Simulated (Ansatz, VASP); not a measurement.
# Cross-check of PtS2 between VASP and Ansatz, part 2 of 2

One calculation is typed for both programs; each brings its own data sets. How far apart do they land? The cell is taken from a series of runs on this material, whose earlier steps may have relaxed, scaled, displaced or heated it; both programs get it as it stands.

VASP 6.6.1 and Ansatz 0.2.0.

So far: The structure; Ansatz: zone-centre phonons, PBEsol with D3(BJ).

## (3) VASP: zone-centre phonons, PBEsol with D3(BJ)

Level of this step: PBEsol with D3(BJ); plane waves and PAW (S, Pt) (VASP).

The same cell, functional, mesh and smearing now go to VASP, with its own data sets.

Lines of VASP's logs that name or quote its potential files are left out, and so is its time.

INCAR

```
SYSTEM = PtS2
PREC = Accurate
ENCUT = 500
EDIFF = 1E-08
NELM = 120
ISMEAR = 1
SIGMA = 0.2
LREAL = .FALSE.
ALGO = Normal
GGA = PS
IVDW = 12
NBANDS = 17
LASPH = .TRUE.
LORBIT = 11
LWAVE = .FALSE.
LCHARG = .FALSE.
ISIF = 2
IBRION = 6
NFREE = 2
POTIM = 0.015
NSW = 1
GGA_COMPAT = .FALSE.
KPAR = 2
```

POSCAR

```
PtS2
1.0
    3.5270958720      0.0000000000      0.0000000000
   -1.7635479360      3.0545546268      0.0000000000
    0.0000000000      0.0000000000      4.1962141595
S Pt
2 1
Direct
    0.3333333333      0.6666666667      0.2821474789
    0.6666666667      0.3333333333      0.7178525211
    0.0000000000      0.0000000000      0.0000000000
```

KPOINTS

```
Automatic mesh
0
Gamma
15 15 12
0 0 0
```

PAW data sets: S and Pt (PBE family, release 64).

On the command line:

```console
$ mpirun -np 2 vasp_std
```

Numbers of over 12 decimals in the logs are rounded to 6 here.

Log:

```text
[banner, memory and clock lines left out]
running    2 mpi-ranks, on    1 nodes
 distrk:  each k-point on    1 cores,    2 groups
 distr:  one band on    1 cores,    1 groups

 POSCAR found type information on POSCAR S Pt
 POSCAR found :  2 types and       3 ions
|                                                                             |
|               ----> ADVICE to this user running VASP <----                  |
|                                                                             |
|     You enforced a specific xc type in the INCAR file but a different       |
|     [... a line on the potential file left out ...]
|     I HOPE YOU KNOW WHAT YOU ARE DOING!                                     |
|                                                                             |

 LDA part: xc-table for (Slater+PW92), standard interpolation
 POSCAR, INCAR and KPOINTS ok, starting setup
 FFT: planning ... GRIDC
 FFT: planning ... GRID_SOFT
 FFT: planning ... GRID
 WAVECAR not read
 entering main loop
       N       E                     dE             d eps       ncg     rms          rms(c)
DAV:   1     0.106694650400E+03    0.10669E+03   -0.10538E+04  9864   0.114E+03
DAV:   2    -0.134798808250E+02   -0.12017E+03   -0.11653E+03 12121   0.231E+02
DAV:   3    -0.179739407504E+02   -0.44941E+01   -0.44618E+01 12104   0.457E+01
DAV:   4    -0.180122745689E+02   -0.38334E-01   -0.38313E-01 12780   0.471E+00
DAV:   5    -0.180127136169E+02   -0.43905E-03   -0.43902E-03 12479   0.487E-01    0.212E+01
DAV:   6    -0.170443843775E+02    0.96833E+00   -0.64562E+00  9862   0.238E+01    0.136E+01
DAV:   7    -0.168443460574E+02    0.20004E+00   -0.11312E+00  9844   0.109E+01    0.639E+00
DAV:   8    -0.168147863049E+02    0.29560E-01   -0.62462E-02 11182   0.200E+00    0.125E+00
DAV:   9    -0.168116781820E+02    0.31081E-02   -0.84799E-03 11352   0.892E-01    0.218E-01
DAV:  10    -0.168117196996E+02   -0.41518E-04   -0.10588E-03 11811   0.231E-01    0.101E-01
DAV:  11    -0.168117315370E+02   -0.11837E-04   -0.47889E-05 12499   0.617E-02    0.356E-02
DAV:  12    -0.168117296802E+02    0.18568E-05   -0.11118E-05 11075   0.329E-02    0.116E-02
DAV:  13    -0.168117300266E+02   -0.34637E-06   -0.13436E-06 12291   0.830E-03    0.410E-03
DAV:  14    -0.168117300622E+02   -0.35652E-07   -0.87483E-08 11336   0.190E-03    0.331E-03
DAV:  15    -0.168117300266E+02    0.35671E-07   -0.35346E-08  9843   0.155E-03    0.393E-04
DAV:  16    -0.168117300041E+02    0.22456E-07   -0.66016E-09  5389   0.529E-04    0.257E-04
DAV:  17    -0.168117300022E+02    0.19429E-08   -0.84706E-10  5244   0.207E-04
   1 F= -.18136919E+02 E0= -.18137184E+02  d E =0.795927E-03
[... from here on, the cycles between the ionic steps are left out ...]
   2 F= -.18135741E+02 E0= -.18136009E+02  d E =0.802624E-03
   3 F= -.18135741E+02 E0= -.18136009E+02  d E =0.802661E-03
   4 F= -.18134894E+02 E0= -.18135150E+02  d E =0.766412E-03
   5 F= -.18135958E+02 E0= -.18136229E+02  d E =0.815030E-03
   6 F= -.18134649E+02 E0= -.18134918E+02  d E =0.805632E-03
   7 F= -.18134649E+02 E0= -.18134918E+02  d E =0.805633E-03
   8 F= -.18134664E+02 E0= -.18134932E+02  d E =0.802770E-03
 Finite differences progress:
  Degree of freedom:   4/  4
  Displacement:        1/  2
  Total:               7/  8
 bond charge predicted
       N       E                     dE             d eps       ncg     rms          rms(c)
DAV:   1    -0.168043232195E+02    0.51520E-02   -0.47845E+00  9665   0.115E+01    0.572E-01
DAV:   2    -0.168104402095E+02   -0.61170E-02   -0.64770E-02 11564   0.184E+00    0.236E-01
DAV:   3    -0.168097098679E+02    0.73034E-03   -0.16410E-03 12156   0.261E-01    0.136E-01
DAV:   4    -0.168094780412E+02    0.23183E-03   -0.10570E-03 10846   0.172E-01    0.349E-02
DAV:   5    -0.168094768369E+02    0.12043E-05   -0.28613E-05 11373   0.372E-02    0.127E-02
DAV:   6    -0.168094751763E+02    0.16606E-05   -0.68918E-06 12028   0.175E-02    0.523E-03
DAV:   7    -0.168094752156E+02   -0.39300E-07   -0.13872E-06 12009   0.764E-03    0.266E-03
DAV:   8    -0.168094751664E+02    0.49186E-07   -0.33545E-07 10695   0.341E-03    0.691E-04
DAV:   9    -0.168094751681E+02   -0.17535E-08   -0.82116E-09  6900   0.646E-04
   9 F= -.18134664E+02 E0= -.18134932E+02  d E =0.802773E-03
 Finite differences progress:
  Degree of freedom:   4/  4
  Displacement:        2/  2
  Total:               8/  8
```

Parts of OUTCAR (step 3):

```text
ion  position               nearest neighbor table
   1  0.333  0.667  0.282-   3 2.36   3 2.36   3 2.36   2 2.74   2 2.74   2 2.74
   2  0.667  0.333  0.718-   3 2.36   3 2.36   3 2.36   1 2.74   1 2.74   1 2.74
   3  0.000  0.000  0.000-   1 2.36   2 2.36   2 2.36   1 2.36   2 2.36   1 2.36

  LATTYP: Found a hexagonal cell.
 ALAT       =     3.5270958720
 C/A-ratio  =     1.1897079954

 Subroutine GETGRP returns: Found 12 space group operations
 (whereof 12 operations were pure point group operations)

The static configuration has the point symmetry D_3d.

 Found    284 irreducible k-points:

   k-points           NKPTS =    284   k-points in BZ     NKDIM =    284   number of bands    NBANDS=     17

   dimension x,y,z NGX =    28 NGY =   28 NGZ =   32
   dimension x,y,z NGXF=    56 NGYF=   56 NGZF=   64

   ENCUT  =  500.0 eV  36.75 Ry    6.06 a.u.   6.43  6.43  7.65*2*pi/ulx,y,z

   NELECT =      22.0000    total number of electrons

 k-points in reciprocal lattice and weights: Automatic mesh
   0.00000000  0.00000000  0.00000000       0.000
   0.06666667  0.00000000  0.00000000       0.002
   0.13333333 -0.00000000  0.00000000       0.002
   0.20000000 -0.00000000  0.00000000       0.002
   0.26666667 -0.00000000  0.00000000       0.002
   0.33333333  0.00000000  0.00000000       0.002
   0.40000000  0.00000000  0.00000000       0.002
   0.46666667 -0.00000000  0.00000000       0.002
   0.06666667  0.06666667  0.00000000       0.002
[...]
0.33333333  0.26666667  0.50000000       0.004
   0.33333333  0.33333333  0.50000000       0.001

 Edisp (eV)   -1.32519

 average (electrostatic) potential at core
       1 -83.0428       2 -83.0811       3 -65.5128

 E-fermi :   9.8276

 k-point     1 :       0.0000    0.0000    0.0000
  band No.  band energies     occupation
    ...
      6       5.4111      2.00000
      7       5.4111      2.00000
      8       7.3231      2.00000
      9       8.2392      2.00000
     10       8.2392      2.00000
     11      10.4059     -0.00034
     12      10.4059     -0.00034
     13      10.4371     -0.00014
     14      12.6012     -0.00000
     15      15.4573      0.00000
    ...

 k-point     2 :       0.0667    0.0000    0.0000
  band No.  band energies     occupation
    ...
      7       5.3628      2.00000
      8       7.1249      2.00000
      9       8.1054      2.00000
     10       8.1391      2.00000
     11       9.6384      2.03725
     12      10.5330     -0.00001
     13      11.2131     -0.00000
     14      12.8793     -0.00000
     15      15.6889      0.00000
     16      16.8492      0.00000
    ...

 k-point     3 :       0.1333   -0.0000    0.0000
  band No.  band energies     occupation
    ...
      7       5.2364      2.00000
      8       6.6000      2.00000
      9       7.8521      2.00000
     10       7.8781      2.00000
     11       9.0395      2.00000
     12      10.8686     -0.00000
     13      11.7190     -0.00000
     14      13.6289     -0.00000
     15      16.1540      0.00000
     16      16.7423      0.00000
    ...

 Edisp (eV)   -1.32519

  Total       1.69761     1.69761     1.74972     0.00000     0.00000    -0.00000
  in kB      60.16258    60.16258    62.00934     0.00000     0.00000    -0.00000
  external pressure =       60.78 kB  Pullay stress =        0.00 kB

  energy-cutoff  :      500.00
  volume of cell :       45.21
      direct lattice vectors                 reciprocal lattice vectors
     3.527095872  0.000000000  0.000000000     0.283519370  0.163689985  0.000000000
    -1.763547936  3.054554627  0.000000000     0.000000000  0.327379969  0.000000000
     0.000000000  0.000000000  4.196214160     0.000000000  0.000000000  0.238310049

 POSITION                                       TOTAL-FORCE (eV/Angst)
 -----------------------------------------------------------------------------------
     -0.00000      2.03637      1.18395         0.000000     -0.000000     -0.184142
      1.76355      1.01818      3.01226         0.000000      0.000000     -0.116390
      0.00000      0.00000     -0.01500        -0.000000      0.000000      0.300532
 -----------------------------------------------------------------------------------
    total drift:                                0.000000      0.000000     -0.000035

  FREE ENERGIE OF THE ION-ELECTRON SYSTEM (eV)
  ---------------------------------------------------
  free  energy   TOTEN  =       -18.1346643124 eV

  energy  without entropy=      -18.1354670850  energy(sigma->0) =      -18.13493190

 Eigenvectors and eigenvalues of the dynamical matrix
 ----------------------------------------------------

   1 f  =   11.217712 THz    70.482964 2PiTHz  374.182598 cm-1    46.392709 meV
             X         Y         Z           dx          dy          dz
     -0.000000  2.036370  1.183951    -0.000000    0.000000    0.707107
      1.763548  1.018185  3.012263    -0.000000    0.000000   -0.707107
      0.000000  0.000000  0.000000     0.000000   -0.000000    0.000000

   2 f  =   10.107615 THz    63.508019 2PiTHz  337.153749 cm-1    41.801718 meV
             X         Y         Z           dx          dy          dz
     -0.000000  2.036370  1.183951    -0.000000   -0.613393    0.000000
      1.763548  1.018185  3.012263    -0.000000   -0.613393    0.000000
      0.000000  0.000000  0.000000    -0.000000    0.497492   -0.000000

   3 f  =   10.107615 THz    63.508019 2PiTHz  337.153749 cm-1    41.801718 meV
             X         Y         Z           dx          dy          dz
     -0.000000  2.036370  1.183951    -0.613393    0.000000   -0.000000
      1.763548  1.018185  3.012263    -0.613393    0.000000    0.000000
      0.000000  0.000000  0.000000     0.497492   -0.000000    0.000000

   4 f  =   10.073145 THz    63.291434 2PiTHz  336.003935 cm-1    41.659160 meV
             X         Y         Z           dx          dy          dz
     -0.000000  2.036370  1.183951     0.000000   -0.000000   -0.613438
      1.763548  1.018185  3.012263     0.000000   -0.000000   -0.613438
      0.000000  0.000000  0.000000     0.000000    0.000000    0.497381

   5 f  =    9.093967 THz    57.139078 2PiTHz  303.342077 cm-1    37.609607 meV
             X         Y         Z           dx          dy          dz
     -0.000000  2.036370  1.183951    -0.000002   -0.707107   -0.000000
      1.763548  1.018185  3.012263     0.000002    0.707107    0.000000
      0.000000  0.000000  0.000000     0.000000   -0.000000    0.000000

   6 f  =    9.093967 THz    57.139078 2PiTHz  303.342077 cm-1    37.609607 meV
             X         Y         Z           dx          dy          dz
     -0.000000  2.036370  1.183951    -0.707107    0.000002   -0.000000
      1.763548  1.018185  3.012263     0.707107   -0.000002    0.000000
      0.000000  0.000000  0.000000     0.000000    0.000000    0.000000

   7 f/i=    0.000279 THz     0.001755 2PiTHz    0.009319 cm-1     0.001155 meV
             X         Y         Z           dx          dy          dz
     -0.000000  2.036370  1.183951     0.000000    0.000000    0.351701
      1.763548  1.018185  3.012263     0.000000    0.000000    0.351701
      0.000000  0.000000  0.000000     0.000000    0.000000    0.867532

   8 f/i=    0.001018 THz     0.006394 2PiTHz    0.033943 cm-1     0.004208 meV
             X         Y         Z           dx          dy          dz
     -0.000000  2.036370  1.183951    -0.261171   -0.235666    0.000000
      1.763548  1.018185  3.012263    -0.261171   -0.235666    0.000000
      0.000000  0.000000  0.000000    -0.644033   -0.581139    0.000000

   9 f/i=    0.001018 THz     0.006394 2PiTHz    0.033943 cm-1     0.004208 meV
             X         Y         Z           dx          dy          dz
     -0.000000  2.036370  1.183951    -0.235666    0.261171   -0.000000
      1.763548  1.018185  3.012263    -0.235666    0.261171   -0.000000
      0.000000  0.000000  0.000000    -0.581139    0.644033   -0.000000

 ELASTIC MODULI CONTR FROM IONIC RELAXATION (kBar)
 Direction    XX          YY          ZZ          XY          YZ          ZX
 --------------------------------------------------------------------------------
 XX        -832.0371   -469.9081   -561.8031      0.0000    298.4964     -0.0000
 YY        -469.9081   -832.0371   -561.8031      0.0000   -298.4964     -0.0000
 ZZ        -561.8031   -561.8031   -484.8480      0.0000      0.0000     -0.0000
 XY           0.0000      0.0000      0.0000   -181.0645     -0.0000    298.4979
 YZ         298.4964   -298.4964      0.0000     -0.0000   -492.0904      0.0000
 ZX          -0.0000     -0.0000     -0.0000    298.4979      0.0000   -492.0953
 --------------------------------------------------------------------------------

 total charge
# of ion       s       p       d       tot
------------------------------------------
    1        1.364   2.252   0.000   3.615
    2        1.364   2.252   0.000   3.615
    3        0.725   0.839   8.064   9.629
--------------------------------------------------
tot          3.453   5.343   8.064  16.860

[... 3 further parts left out ...]
```

CONTCAR:

```
PtS2
   1.00000000000000
     3.5270958719999999    0.0000000000000000    0.0000000000000000
    -1.7635479359999999    3.0545546267999999    0.0000000000000000
     0.0000000000000000    0.0000000000000000    4.1962141595000002
  S               Pt
     2     1
Direct
     0.3333333332999970    0.6666666667000030    0.2821474789000007
     0.6666666667000030    0.3333333332999970    0.7178525210999993
     0.0000000000000000    0.0000000000000000   -0.0035746507279760
```

Levels, forces or a CONTCAR printed for this step are those of its last displaced cell, not of the structure at rest.

## (4) Differences

Known differences besides the potentials themselves: the data sets hold 30 valence electrons in Ansatz (on its PAW soft_1 files) and 22 in VASP; the cutoff is 420 eV in Ansatz and 500 eV in VASP; Ansatz makes its cores anew for this functional, VASP keeps those of its PBE data sets; Ansatz takes the dispersion share of the force constants at frozen C6 weights, VASP differentiates the full forces; VASP uses finite displacements, Ansatz perturbation theory. Total energies have different zeros and are not compared.

The two programs side by side:

```
                  quantity  Ansatz   VASP  difference
optical mode 1 to 2 (cm⁻¹)   302.9  303.3     -0.14 %
     optical mode 3 (cm⁻¹)   335.2  336.0     -0.25 %
optical mode 4 to 5 (cm⁻¹)   336.8  337.2     -0.10 %
     optical mode 6 (cm⁻¹)   374.3  374.2     +0.04 %
```

Modes are paired by rising frequency, not by their patterns, so a pair may set unlike modes beside each other; they are those without the splitting of longitudinal modes.

## (5) Results

- r.m.s. difference of the optical zone-centre modes, each program's sorted by frequency (zone-centre phonons, PBEsol with D3(BJ)): 0.47 cm⁻¹

**Reading.** The r.m.s. difference of the optical zone-centre modes, each program's sorted by frequency is 0.47 cm⁻¹ (zone-centre phonons, PBEsol with D3(BJ)). The data sets hold unlike numbers of valence electrons (30 in Ansatz and 22 in VASP), so part of the differences comes from the potentials. How closely two codes agree says nothing of how well the functional describes the real material.

[Lines on the potential files, build, host, timing and source positions are cut from VASP's logs without a mark.]

[Logs are printed without paths, hosts, clocks, repeated set-up lines and the standing remarks that a program may print on its own settings, such as how far it seeks lower states.]

[Hosts, paths, dates, database ids (printed as entryN), source tags and the programs' standing remarks are cut or masked in the printed files.]
